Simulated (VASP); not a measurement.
```
CELL_PARAMETERS angstrom
      3.87358     0.00000     0.00000
     -1.93679     3.35462     0.00000
      0.00000     0.00000     6.70877
ATOMIC_POSITIONS crystal
  Na 0.00000 0.00000 0.00000
  Na 0.00000 0.00000 0.50000
  Cl 0.33333 0.66667 0.25000
  Cl 0.66667 0.33333 0.75000
```

All values below come from r2SCAN meta-GGA, VASP's PBE PAW potentials (set 64) (plane waves; VASP 6.6.1). Run with 400 eV cut-off, 7×7×4 Γ-centred mesh, tetrahedra with Blöchl corrections, potentials Na_pv Cl.

Give the energies of bands 9 to 17 at the high-symmetry points, in eV from the valence-band maximum.

```tsv
band	Γ	M	K	A	L	H
9	-2.14	-1.97	-1.62	-1.31	-1.95	-1.55
10	-0.24	-1.58	-1.29	-1.31	-1.95	-1.55
11	-0.24	-1.16	-1.29	-0.12	-0.70	-1.33
12	-0.24	-0.69	-1.02	-0.12	-0.70	-1.33
13	0.00	-0.60	-0.88	-0.12	-0.48	-0.55
14	0.00	-0.34	-0.88	-0.12	-0.48	-0.55
15	5.94	8.42	9.39	7.42	8.30	9.08
16	8.10	8.65	9.84	7.42	8.30	9.08
17	10.83	9.06	9.84	10.48	9.57	10.38
```

The gap is direct, 5.94 eV, from the valence maximum at Γ to the conduction minimum at Γ.

The structure was generated: NaCl was put into the NiAs type (P6_3/mmc), which need not be its known phase. It was relaxed first, which changed the volume by -7 %.
